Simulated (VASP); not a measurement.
A run of VASP 6.6.1 is set up as follows.

Contents of INCAR:

```
PREC = Accurate
ENCUT = 400
EDIFF = 1E-7
ISMEAR = 0
SIGMA = 0.01
LREAL = False
LASPH = True
NELM = 80
ALGO = Fast
ISIF = 2
LWAVE = False
LCHARG = False
GGA = B5
ALDAX = 1.0
AGGAX = 1.0
AGGAC = 1.0
ALDAC = 0.0
IVDW = 13
VDW_S6 = 1.0
VDW_S8 = 2.34076671
VDW_A1 = 0.44488865
VDW_A2 = 4.0933009
```

The input KPOINTS:

```
regular mesh
0
Gamma
  1 1 1
```

Contents of POSCAR:

```
H2C2IF
1.0
   12.0000000000      0.0000000000      0.0000000000
    0.0000000000     11.0000000000      0.0000000000
    0.0000000000      0.0000000000     13.0000000000
F C I H
1 2 1 2
Direct
    0.3993500000      0.4503454500      0.3819884600
    0.4433666700      0.4762181800      0.4736884600
    0.5475833300      0.5130727300      0.4819961500
    0.6169750000      0.5534727300      0.6232423100
    0.3851916700      0.4635181800      0.5365038500
    0.6014916700      0.5239272700      0.4159884600
```

Potentials or basis: VASP PAW PBE potentials, release 64 (F_s, C_s, I, H_s).

Launch:

```sh
$ cat potpaw_PBE.64/F_s/POTCAR potpaw_PBE.64/C_s/POTCAR potpaw_PBE.64/I/POTCAR potpaw_PBE.64/H_s/POTCAR > POTCAR
$ mpirun -np 1 vasp_gam > vasp.out
```

(1) Estimate the dispersion energy per atom.

(2) What does it give for the gap between the frontier levels?

(3) Predict the largest force.

## Answers

(1) -0.045 eV.

(2) 3.98 eV.

(3) 2.633 eV/Å.

Caveat: the PAW data sets were made with another functional, which shifts forces and pressure a little; spin-orbit coupling is left out, which moves the levels of the heavy elements.
